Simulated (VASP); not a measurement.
Al2InN3, 6 atoms in the cell. Symmetry: Cmmm, No. 65, orthorhombic system. The conventional cell has a = 5.814 Å, b = 8.866 Å, c = 2.894 Å, α = 90.00°, β = 90.00°, γ = 90.00°. Al (site symmetry m2m) has 5 N at 1.91 to 2.07 Å as nearest neighbours. In (site symmetry mmm) is surrounded by 2 Al at 2.52 Å and 2 In at 2.89 Å. N (site symmetry mmm) has 2 Al at 1.91 Å as nearest neighbours. Around N (site symmetry 2/m) lie 4 Al at 2.07 Å. The cell was built by a generator and needn't be a form met in nature.

- Program: VASP 6.6.1
- Task: relaxation of cell and atoms
- Functional: PBE
- Potentials or basis: VASP PAW PBE potentials, release 64 (Al, In_d, N)
- Cutoff: 520 eV
- k mesh: 3 × 3 × 5
- Occupations: gaussian, width 0.15 eV
- Spin: no spin polarisation
- Further INCAR settings: PREC = Normal; ALGO = Fast; EDIFF = 0.0001; IBRION = 2; EDIFFG = -0.08; NSW = 24; ISIF = 3

Potentials or basis: VASP PAW PBE potentials, release 64 (Al, In_d, N).

Launch:

```console
$ cat potpaw_PBE.64/Al/POTCAR potpaw_PBE.64/In_d/POTCAR potpaw_PBE.64/N/POTCAR > POTCAR
$ mpirun -np 1 vasp_std > vasp.out
```

Hardware: 1 thread of Intel(R) Xeon(R) Platinum 8488C (Sapphire Rapids), with other jobs on the host.

How long does it take, and how much memory?

Run time: 48 s on 1 thread of Intel(R) Xeon(R) Platinum 8488C (Sapphire Rapids), with other jobs on the host, peak memory 0.15 GiB. Counts: scf iterations 56, k points 12, ion steps 7.
